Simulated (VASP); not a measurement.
Energy against volume of GaN (wurtzite). These are AM05 GGA, VASP's PBE PAW potentials (set 64) (plane waves; VASP 6.6.1) values and carry that method's errors. Settings: 520 eV cut-off, 8×8×5 Γ-centred mesh, Gaussian smearing of 0.050 eV, potentials Ga_d N.

Shape and ions are relaxed at each volume.

```tsv
V (Å³/atom)	E (eV/atom)
10.662	-6.31974
11.002	-6.34022
11.343	-6.34670
11.683	-6.34128
```

**Question.** Fit these four points and predict the energy of the run at 12.023 Å³/atom.

**Answer.** A cubic in V^(−2/3), the third-order Birch-Murnaghan form, passes through the four points with V0 = 11.35 Å³/atom and B0 = 186 GPa, and gives -6.3258 eV/atom there. The run gave -6.3258 eV/atom, +0.0 meV/atom from the fit; all five points give B0 = 186 GPa.

The compound is GaN in the wurtzite structure. It was relaxed first.
